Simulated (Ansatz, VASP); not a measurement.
## CsMgBiO3 in VASP and in Ansatz

Contents of INCAR:

```
PREC = Accurate ; ENCUT = 520
EDIFF = 1E-7 ; ISMEAR = -1
SIGMA = 0.05 ; LREAL = F
LASPH = T ; NELM = 60
ALGO = Normal ; ISIF = 2
LWAVE = F ; LCHARG = F
GGA = PE ; NBANDS = 31
```

Contents of KPOINTS:

```
regular mesh
0
Gamma
  6 6 6
```

POSCAR

```
CsMgBiO3
1.0
    3.2088349120      1.8526217002      3.7715251572
   -3.2088349120      1.8526217002      3.7715251572
    0.0000000000     -3.7052434005      3.7715251572
Bi Cs Mg O
1 1 1 3
Direct
    0.5652985500      0.5652985500      0.5652985500
    0.9172816500      0.9172816500      0.9172816500
    0.3021917400      0.3021917400      0.3021917400
    0.9822380200      0.4913922600      0.4913922600
    0.4913922600      0.4913922600      0.9822380200
    0.4913922600      0.9822380200      0.4913922600
```

input.yaml

```yaml
crystal:
  lattice:
    - [3.208834912, 1.8526217002, 3.7715251572]
    - [-3.208834912, 1.8526217002, 3.7715251572]
    - [0.0, -3.7052434005, 3.7715251572]
  atoms:
    - { symbol: Bi, position: [0.56529855, 0.56529855, 0.56529855] }
    - { symbol: Cs, position: [0.91728165, 0.91728165, 0.91728165] }
    - { symbol: Mg, position: [0.30219174, 0.30219174, 0.30219174] }
    - { symbol: O, position: [0.98223802, 0.49139226, 0.49139226] }
    - { symbol: O, position: [0.49139226, 0.49139226, 0.98223802] }
    - { symbol: O, position: [0.49139226, 0.98223802, 0.49139226] }
hamiltonian:
  xc: pbe
  pseudopotentials: { kind: paw }
kpoints:
  mp_grid: { grid: [6, 6, 6] }
scf:
  occupations: { method: fermi_dirac, width: 0.05 }
output:
  forces: true
  stress: true
  eigenvalues: true
```

Change from the starting cell: volume scaled by 0.98.

Alike in both runs: task single point; functional PBE; k mesh 6 × 6 × 6; occupations fermi-dirac, width 0.05 eV; no spin polarisation.

|  | VASP | Ansatz |
| --- | --- | --- |
| version | VASP 6.6.1 | Ansatz 0.2.0 |
| potentials or method | VASP PAW PBE potentials, release 64 (Bi_d, Cs_sv, Mg, O) | Ansatz PAW |
| plane-wave cutoff (eV) | 520 | 420 |
| valence electrons in the cell | 44 | 52 |

VASP gave:

* gap on the k mesh at the Fermi level (eV): 2.58
* least direct gap on the mesh (eV): 2.61
* pressure (GPa): 1.5
* largest component of the traceless stress (GPa): 0.25
* rms of the force components (eV/Å): 0.036

Question: What did Ansatz give for the same quantities?

Answer: gap on the k mesh at the Fermi level (eV): 2.60; least direct gap on the mesh (eV): 2.62; pressure (GPa): 1.4; largest component of the traceless stress (GPa): 0.31; rms of the force components (eV/Å): 0.049.

Atom by atom the forces differ by 0.032 eV/Å (rms over components). The two sets of potentials don't hold the same shells in valence.

Caveats: spin-orbit coupling is left out, which as a rule narrows the gap of such compounds by several tenths of an eV. A k mesh can miss the band edges.
